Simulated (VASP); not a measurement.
VASP ran on this input.

### POSCAR
```
ScC
1
    0.0000000000     2.4904577758     2.4904577758
    2.4904577758     0.0000000000     2.4904577758
    2.4904577758     2.4904577758     0.0000000000
Sc C
1 1
Direct
  0.0000000000   0.0000000000   0.0000000000
  0.2500000000   0.2500000000   0.2500000000
```

INCAR:
```
SYSTEM = ScC
PREC = Accurate
ENCUT = 520
EDIFF = 1E-7
NELM = 100
ALGO = Normal
LREAL = .FALSE.
LASPH = .TRUE.
ISMEAR = -5
LMAXMIX = 4
LWAVE = .FALSE.
LCHARG = .TRUE.
LORBIT = 11
NEDOS = 601
ISIF = 2
```

File KPOINTS:
```
Automatic mesh
0
Gamma
14 14 14
0 0 0
```

POTCAR, in this order: Sc_sv C (LDA.64 set). Program: vasp_std.

Task: Translate this LDA calculation to Quantum ESPRESSO's pw.x.

Result: One equivalent input (not run):
```
&CONTROL
  calculation = 'scf'
  pseudo_dir = './pseudo'
  outdir = './out'
  tprnfor = .true.
  tstress = .true.
/
&SYSTEM
  ibrav = 0
  nat = 2
  ntyp = 2
  ecutwfc = 82
  occupations = 'tetrahedra'
  input_dft = 'pz'
/
&ELECTRONS
  conv_thr = 7.3e-09
  electron_maxstep = 100
/
ATOMIC_SPECIES
  Sc 44.956 Sc.upf
  C 12.011 C.upf
CELL_PARAMETERS angstrom
     0.0000000    2.4904578    2.4904578
     2.4904578    0.0000000    2.4904578
     2.4904578    2.4904578    0.0000000
ATOMIC_POSITIONS crystal
  Sc   0.0000000  0.0000000  0.0000000
  C    0.2500000  0.2500000  0.2500000
K_POINTS automatic
  14 14 14 0 0 0
```
What does not carry over: the potentials are each code's own (VASP's PAW set, PseudoDojo norm-conserving files in pw.x), so ENCUT and ecutwfc are chosen apart and not converted; conv_thr bounds pw.x's estimated SCF error, while EDIFF bounds the energy change between steps.

The structure was generated: ScC was put into the zinc blende type (F-43m), which need not be its known phase. It was relaxed first, which changed the volume by -33 %.
